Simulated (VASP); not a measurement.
# LaAgSb2: structure and properties in VASP

What structure and properties does PBEsol give LaAgSb2, and how near are they to the measured ones? The steps: relaxing cell and atoms (PBEsol), second relaxation, density, ELF and potential (PBEsol), bands along the symmetry lines (PBEsol), density of states (PBEsol), vibrations at Γ (PBEsol), volume scan with PBEsol and fit for PBEsol. The start is a computed cell from the Materials Project.

Calculated with VASP 6.6.1; PBEsol; plane waves and PAW (La, Ag, Sb).

**Measured values to reproduce.**

“Successive destruction of charge density wave states by pressure in LaAgSb2” (2021, arxiv:2102.04612) reports for LaAgSb2, tetragonal layered, by single-crystal X-ray diffraction (Sb self-flux single crystal, 240 K): lattice constant a 4.3941 ± 0.0018 Å [measured at 240 K, above the CDW transitions]; lattice constant c 10.868 ± 0.006 Å [measured at 240 K, above the CDW transitions].

For LaAgSb2, tetragonal ZrCuSiAs-type (Sb-flux grown single crystal, 300 K), “Lattice dynamics of topological Dirac semimetal LaAgSb2 with charge density wave ordering” (2020, arxiv:2008.13248) gives, by Raman spectroscopy, 488 nm: Raman mode (P3, Eg(3)) 99 cm⁻¹ [Eg mode seen in c-axis backscattering, where it is nominally forbidden; the paper's table …]; Raman mode (P5, A1g(1), out-of-phase La and Sb vibration) 127 cm⁻¹.

## Step 1: Set-up

Before any relaxation, the start is as follows. It takes space group P4/nmm (No. 129, tetragonal). Conventional cell: a = 4.403 Å, b = 4.403 Å, c = 11.067 Å, α = 90.00°, β = 90.00°, γ = 90.00°. La has 8 Sb at 3.29 to 3.42 Å and 4 Ag at 3.65 Å nearest. Ag has 4 Sb at 2.87 Å and 4 Ag at 3.11 Å and 4 La at 3.65 Å nearest. Sb has 4 Ag at 2.87 Å and 4 La at 3.29 Å nearest. Nearest to Sb lie 4 Sb at 3.11 Å and 4 La at 3.42 Å. Farther neighbours are not listed.

Structure file:

```xyz
8
Lattice="4.4035 0.0000 0.0000 0.0000 4.4035 0.0000 0.0000 0.0000 11.0668" Properties=species:S:1:pos:R:3 pbc="T T T"
La    0.0000    2.2017    2.9105
La    2.2017    0.0000    8.1563
Ag    0.0000    0.0000    0.0000
Ag    2.2017    2.2017    0.0000
Sb    0.0000    2.2017    9.2221
Sb    2.2017    0.0000    1.8447
Sb    0.0000    0.0000    5.5334
Sb    2.2017    2.2017    5.5334
```

## Step 2: Relaxing cell and atoms (PBEsol)

The start need not lie at this functional's minimum. ISIF = 3 frees volume, shape and positions, and EDIFFG sets the threshold on forces and stress at which the search stops. PBEsol restores the gradient expansion of exchange and is tuned for the cells of solids.

INCAR

```
SYSTEM = LaAgSb2
PREC = Accurate
ENCUT = 400
EDIFF = 1E-06
NELM = 100
ISMEAR = 0
SIGMA = 0.05
LREAL = .FALSE.
ALGO = Normal
GGA = PS
NBANDS = 40
LORBIT = 11
LWAVE = .FALSE.
LCHARG = .FALSE.
KPAR = 4
IBRION = 2
NSW = 60
ISIF = 3
EDIFFG = -0.01
```

POSCAR

```
LaAgSb2
1.0
    4.4034617500      0.0000000000      0.0000000000
    0.0000000000      4.4034617500      0.0000000000
    0.0000000000      0.0000000000     11.0668197600
La Ag Sb
2 2 4
Direct
    0.0000000000      0.5000000000      0.2629930000
    0.5000000000      0.0000000000      0.7370070000
    0.0000000000      0.0000000000      0.0000000000
    0.5000000000      0.5000000000      0.0000000000
    0.0000000000      0.5000000000      0.8333123600
    0.5000000000      0.0000000000      0.1666876400
    0.0000000000      0.0000000000      0.5000000000
    0.5000000000      0.5000000000      0.5000000000
```

KPOINTS

```
Automatic mesh
0
Gamma
5 5 2
0 0 0
```

The projector-augmented-wave data sets are La, Ag and Sb (PBE family, release 64).

Command:

```bash
> mpirun -np 4 vasp_std
```

Output:

```text
[banner, memory and clock lines left out]
running    4 mpi-ranks, on    1 nodes
 distrk:  each k-point on    1 cores,    4 groups
 distr:  one band on    1 cores,    1 groups

 POSCAR found type information on POSCAR LaAgSb
 POSCAR found :  3 types and       8 ions
|                                                                             |
|               ----> ADVICE to this user running VASP <----                  |
|                                                                             |
|     You enforced a specific xc type in the INCAR file but a different       |
|     [... a line on the potential file left out ...]
|     I HOPE YOU KNOW WHAT YOU ARE DOING!                                     |
|                                                                             |

 LDA part: xc-table for (Slater+PW92), standard interpolation
 POSCAR, INCAR and KPOINTS ok, starting setup
 FFT: planning ... GRIDC
 FFT: planning ... GRID_SOFT
 FFT: planning ... GRID
 WAVECAR not read
 entering main loop
       N       E                     dE             d eps       ncg     rms          rms(c)
DAV:   1     0.552790890417E+03    0.55279E+03   -0.19693E+04   960   0.153E+03
DAV:   2     0.897058881022E+02   -0.46309E+03   -0.43182E+03  1160   0.323E+02
DAV:   3    -0.206107750562E+02   -0.11032E+03   -0.10481E+03  1376   0.160E+02
DAV:   4    -0.417417978523E+02   -0.21131E+02   -0.19815E+02  1864   0.647E+01
DAV:   5    -0.435518405095E+02   -0.18100E+01   -0.17084E+01  1728   0.199E+01    0.106E+01
DAV:   6    -0.416146134240E+02    0.19372E+01   -0.25752E+01  1648   0.355E+01    0.876E+00
DAV:   7    -0.416302255850E+02   -0.15612E-01   -0.36142E+00  1552   0.131E+01    0.477E+00
DAV:   8    -0.415843217712E+02    0.45904E-01   -0.68821E-01  1624   0.500E+00    0.161E+00
DAV:   9    -0.415738571290E+02    0.10465E-01   -0.98700E-02  1616   0.229E+00    0.361E-01
DAV:  10    -0.415733941194E+02    0.46301E-03   -0.12604E-02  1704   0.713E-01    0.172E-01
DAV:  11    -0.415736263077E+02   -0.23219E-03   -0.25400E-03  1832   0.284E-01    0.121E-01
DAV:  12    -0.415737958350E+02   -0.16953E-03   -0.51434E-04  1840   0.103E-01    0.828E-02
DAV:  13    -0.415739807819E+02   -0.18495E-03   -0.62441E-04  1736   0.990E-02    0.202E-02
DAV:  14    -0.415740071406E+02   -0.26359E-04   -0.18934E-04  1920   0.587E-02    0.165E-02
DAV:  15    -0.415740118895E+02   -0.47489E-05   -0.39588E-05  1776   0.297E-02    0.731E-03
DAV:  16    -0.415740134286E+02   -0.15390E-05   -0.18353E-05  1616   0.169E-02    0.152E-03
DAV:  17    -0.415740134912E+02   -0.62586E-07   -0.14647E-06   944   0.642E-03
   1 F= -.41574013E+02 E0= -.41571246E+02  d E =-.415740E+02
 curvature:   0.00 expect dE= 0.000E+00 dE for cont linesearch  0.000E+00
 trial: gam= 0.00000 g(F)=  0.107E-02 g(S)=  0.268E+00 ort = 0.000E+00 (trialstep = 0.100E+01)
 search vector abs. value=  0.269E+00
 bond charge predicted
       N       E                     dE             d eps       ncg     rms          rms(c)
DAV:   1    -0.440649422470E+02   -0.24909E+01   -0.52805E+01  1328   0.513E+01    0.982E+00
DAV:   2    -0.418948247940E+02    0.21701E+01   -0.10523E+01  1448   0.307E+01    0.382E+00
DAV:   3    -0.417109481161E+02    0.18388E+00   -0.97961E-01  1544   0.794E+00    0.195E+00
DAV:   4    -0.416360575888E+02    0.74891E-01   -0.51945E-01  1624   0.443E+00    0.652E-01
DAV:   5    -0.416281291879E+02    0.79284E-02   -0.91213E-02  1616   0.230E+00    0.450E-01
DAV:   6    -0.416291091769E+02   -0.97999E-03   -0.12515E-02  1776   0.664E-01    0.224E-01
DAV:   7    -0.416289983037E+02    0.11087E-03   -0.32138E-03  1784   0.335E-01    0.127E-01
DAV:   8    -0.416290065300E+02   -0.82262E-05   -0.13701E-03  1608   0.214E-01    0.487E-02
DAV:   9    -0.416291080949E+02   -0.10156E-03   -0.44787E-04  1768   0.129E-01    0.422E-02
DAV:  10    -0.416291127399E+02   -0.46450E-05   -0.79173E-05  1672   0.427E-02    0.183E-02
DAV:  11    -0.416291091841E+02    0.35558E-05   -0.64058E-05  1680   0.532E-02    0.730E-03
DAV:  12    -0.416291104811E+02   -0.12970E-05   -0.14020E-05  1624   0.177E-02    0.800E-03
DAV:  13    -0.416291104298E+02    0.51276E-07   -0.18915E-06  1016   0.974E-03
   2 F= -.41629110E+02 E0= -.41627185E+02  d E =-.550969E-01
[... from here on, the cycles between the ionic steps are left out ...]
   3 F= -.41661224E+02 E0= -.41658976E+02  d E =-.872108E-01
   4 F= -.41673537E+02 E0= -.41670958E+02  d E =-.123125E-01
   5 F= -.41690254E+02 E0= -.41687230E+02  d E =-.290301E-01
   6 F= -.41685283E+02 E0= -.41684656E+02  d E =-.240585E-01
   7 F= -.41694845E+02 E0= -.41692192E+02  d E =-.336202E-01
   8 F= -.41696009E+02 E0= -.41693751E+02  d E =-.116477E-02
   9 F= -.41696360E+02 E0= -.41693970E+02  d E =-.151558E-02
  10 F= -.41696760E+02 E0= -.41694879E+02  d E =-.399887E-03
  11 F= -.41697166E+02 E0= -.41695139E+02  d E =-.806020E-03
  12 F= -.41697165E+02 E0= -.41695132E+02  d E =-.805213E-03
  13 F= -.41697219E+02 E0= -.41695230E+02  d E =-.538852E-04
 trial-energy change:   -0.000054  1 .order   -0.000052   -0.000060   -0.000044
 step:   5.6453(harm=  5.6453)  dis= 0.00421  next Energy=   -41.697276 (dE=-0.111E-03)
 bond charge predicted
       N       E                     dE             d eps       ncg     rms          rms(c)
DAV:   1    -0.416972816170E+02   -0.62253E-04   -0.58878E-02  1272   0.175E+00    0.983E-02
DAV:   2    -0.416973277679E+02   -0.46151E-04   -0.33954E-03  1416   0.358E-01    0.566E-02
DAV:   3    -0.416972694238E+02    0.58344E-04   -0.24828E-04  1712   0.127E-01    0.270E-02
DAV:   4    -0.416972510062E+02    0.18418E-04   -0.46105E-05  1528   0.484E-02    0.970E-03
DAV:   5    -0.416972507108E+02    0.29538E-06   -0.62388E-06  1480   0.154E-02
  14 F= -.41697251E+02 E0= -.41695371E+02  d E =-.854056E-04
 curvature:  -2.83 expect dE=-0.400E-04 dE for cont linesearch -0.109E-04
 trial: gam= 0.00000 g(F)=  0.454E-05 g(S)=  0.960E-05 ort =-0.123E-04 (trialstep = 0.236E+01)
 search vector abs. value=  0.141E-04
 reached required accuracy - stopping structural energy minimisation
```

It took 1.7 min on 4 MPI ranks of Intel Xeon 6975P-C (Granite Rapids), shared host; peak memory 1.2 GiB; 6.8 min of CPU time.

Lines that name or quote the potential files are left out of all logs, and their timing lines are given in words.

OUTCAR, selected parts (step 2):

```text
ion  position               nearest neighbor table
   1  0.000  0.500  0.263-   6 3.29   6 3.29   6 3.29   6 3.29   7 3.42   8 3.42   8 3.42   7 3.42

  LATTYP: Found a simple tetragonal cell.
 ALAT       =     4.4034617500
 C/A-ratio  =     2.5132090133

 Subroutine GETGRP returns: Found 16 space group operations
 (whereof  8 operations were pure point group operations)

The static configuration has the point symmetry D_2d.
 The point group associated with its full space group is D_4h.

 Found     12 irreducible k-points:

   k-points           NKPTS =     12   k-points in BZ     NKDIM =     12   number of bands    NBANDS=     40

   dimension x,y,z NGX =    30 NGY =   30 NGZ =   72
   dimension x,y,z NGXF=    60 NGYF=   60 NGZF=  144

   ENCUT  =  400.0 eV  29.40 Ry    5.42 a.u.   7.18  7.18 18.05*2*pi/ulx,y,z

   NELECT =      64.0000    total number of electrons

 k-points in reciprocal lattice and weights: Automatic mesh
   0.00000000  0.00000000  0.00000000       0.020
   0.20000000  0.00000000  0.00000000       0.080
   0.40000000  0.00000000  0.00000000       0.080
   0.20000000  0.20000000  0.00000000       0.080
   0.40000000  0.20000000  0.00000000       0.160
   0.40000000  0.40000000  0.00000000       0.080
   0.00000000  0.00000000  0.50000000       0.020
   0.20000000  0.00000000  0.50000000       0.080
   0.40000000  0.00000000  0.50000000       0.080
   0.20000000  0.20000000  0.50000000       0.080
   0.40000000  0.20000000  0.50000000       0.160
   0.40000000  0.40000000  0.50000000       0.080

 average (electrostatic) potential at core
       1 -95.3396       2 -95.3396       3 -70.8274       4 -70.8274       5 -83.4595
       6 -83.4595       7 -83.6272       8 -83.6272

 E-fermi :   8.3562

 k-point     1 :       0.0000    0.0000    0.0000
  band No.  band energies     occupation
    ...
     26       5.5262      2.00000
     27       7.0176      2.00000
     28       7.0176      2.00000
     29       7.1493      2.00000
     30       7.8732      2.00000
     31       8.6875      0.00000
     32       8.7514      0.00000
     33       8.7514      0.00000
     34       9.9139      0.00000
     35      10.3536      0.00000
    ...

 k-point     2 :       0.2000    0.0000    0.0000
  band No.  band energies     occupation
    ...
     28       6.7756      2.00000
     29       7.0958      2.00000
     30       8.0037      2.00000
     31       8.0905      2.00000
     32       8.3299      1.54145
     33       9.5086      0.00000
     34       9.7322      0.00000
     35       9.8305      0.00000
     36       9.9372      0.00000
     37      10.2140      0.00000
    ...

 k-point     3 :       0.4000    0.0000    0.0000
  band No.  band energies     occupation
    ...
     28       7.2321      2.00000
     29       7.2523      2.00000
     30       7.2755      2.00000
     31       7.3921      2.00000
     32       7.6070      2.00000
     33       8.4316      0.03275
     34       8.7981      0.00000
     35      10.1342      0.00000
     36      10.3258      0.00000
     37      10.4342      0.00000
    ...

  Total       -0.0206040     -0.0206040     -0.0272418      0.0000000      0.0000000      0.0000000
  in kB       -0.1617682     -0.1617682     -0.2138835      0.0000000      0.0000000      0.0000000
  external PRESSURE =      -0.1791399 kB  Pullay stress =       0.0000000 kB

  energy-cutoff  :      400.00
  volume of cell :      204.07
      direct lattice vectors                 reciprocal lattice vectors
     4.408904292  0.000000000 -0.000000000     0.226813724 -0.000000000 -0.000000000
     0.000000000  4.408904292 -0.000000000     0.000000000  0.226813724  0.000000000
     0.000000000 -0.000000000 10.498020174     0.000000000  0.000000000  0.095256056

 POSITION                                       TOTAL-FORCE (eV/Angst)
 -----------------------------------------------------------------------------------
      0.00000      2.20445      2.71654        -0.000000      0.000000     -0.004501
      2.20445     -0.00000      7.78148         0.000000     -0.000000      0.004501
      0.00000      0.00000      0.00000         0.000000      0.000000      0.000000
      2.20445      2.20445     -0.00000         0.000000     -0.000000      0.000000
      0.00000      2.20445      8.69198         0.000000     -0.000000      0.005177
      2.20445     -0.00000      1.80604        -0.000000      0.000000     -0.005177
      0.00000     -0.00000      5.24901         0.000000     -0.000000      0.000000
      2.20445      2.20445      5.24901         0.000000      0.000000      0.000000
 -----------------------------------------------------------------------------------
    total drift:                                0.000000      0.000000      0.000000

  FREE ENERGIE OF THE ION-ELECTRON SYSTEM (eV)
  ---------------------------------------------------
  free  energy   TOTEN  =       -41.6972507108 eV

  energy  without entropy=      -41.6934910278  energy(sigma->0) =      -41.69537087

 reached required accuracy - stopping structural energy minimisation

 total charge
# of ion       s       p       d       f       tot
--------------------------------------------------
    1        2.024   5.622   0.761   0.143   8.551
    2        2.024   5.622   0.761   0.143   8.551
    3        0.409   0.347   9.140   0.000   9.896
    4        0.409   0.347   9.140   0.000   9.896
    5        1.131   1.331   0.031   0.000   2.493
    6        1.131   1.331   0.031   0.000   2.493
    7        1.180   1.226   0.031   0.000   2.437
    8        1.180   1.226   0.031   0.000   2.437
--------------------------------------------------
tot          9.489  17.053  19.925   0.286  46.752

[... 3 further parts left out ...]
```

The k-mesh is coarse for a metal. The PAW data sets were made with PBE, which is usual practice but a small mismatch for other functionals. The run keeps the 16 symmetry operations of its start, so it cannot find a distortion of lower symmetry.

Step by step:

```
step  energy less that of the first step (eV)  largest force (eV/Å)  pressure (GPa)  volume (Å³)
   1                                   0.0000                0.1053           -2.83       214.59
   2                                  -0.0551                0.3000            2.15       200.19
   3                                  -0.0872                0.1773            0.12       205.42
   4                                  -0.0995                0.1488            0.08       205.16
   5                                  -0.1162                0.1270            0.11       204.39
   6                                  -0.1113                0.0161            0.16       202.60
   7                                  -0.1208                0.0902            0.15       203.73
   8                                  -0.1220                0.0010           -0.33       204.91
   9                                  -0.1223                0.0300           -0.19       204.52
  10                                  -0.1227                0.0499            0.13       203.65
  11                                  -0.1232                0.0168            0.01       204.01
  12                                  -0.1232                0.0156            0.00       204.02
  13                                  -0.1232                0.0110           -0.01       204.03
  14                                  -0.1232                0.0052           -0.02       204.07
```

```
conventional cell, symmetrised  before   after  change
                         a (Å)   4.403   4.409  +0.1 %
                         b (Å)   4.403   4.409  +0.1 %
                         c (Å)  11.067  10.498  -5.1 %
              volume (Å³/atom)   26.82   25.51  -4.9 %
```

The atoms that moved most (Å, as changes of fractional coordinates times the final cell):

```
atom     dx     dy      dz  length
 Sb6  0.000  0.000   0.056   0.056
 Sb5  0.000  0.000  -0.056   0.056
 La2  0.000  0.000   0.044   0.044
 La1  0.000  0.000  -0.044   0.044
```

Final coordinates:

```
La Ag Sb
1.0
     4.40890    0.00000    0.00000
     0.00000    4.40890    0.00000
     0.00000    0.00000   10.49802
La Ag Sb
2 2 4
Direct
  0.00000 0.50000 0.25877
  0.50000 0.00000 0.74123
  0.00000 0.00000 0.00000
  0.50000 0.50000 0.00000
  0.00000 0.50000 0.82796
  0.50000 0.00000 0.17204
  0.00000 0.00000 0.50000
  0.50000 0.50000 0.50000
```

This step gave:

- electrons: 64
- bands: 40
- irreducible k-points: 12
- symmetry operations: 16
- free energy (TOTEN): -41.70 eV
- energy at zero smearing: -41.70 eV
- Fermi energy: 8.356 eV
- pressure: -0.01791 GPa
- metallic: yes
- SCF cycles over all ionic steps: 114

It ends with a largest force of 0.005 eV/Å and a pressure of -0.02 GPa.

(Continued in part 2 of 7.)

[Lines on the potential files, build, host, timing and source positions are cut from VASP's logs without a mark.]

[Logs are printed without paths, hosts, clocks, repeated set-up lines and the standing remarks that a program may print on its own settings, such as how far it seeks lower states.]

[Hosts, paths, dates, database ids (printed as entryN), source tags and the programs' standing remarks are cut or masked in the printed files.]

[Measured values are set beside computed ones only where the two were judged alike; some that the calculation misses by far are left out.]
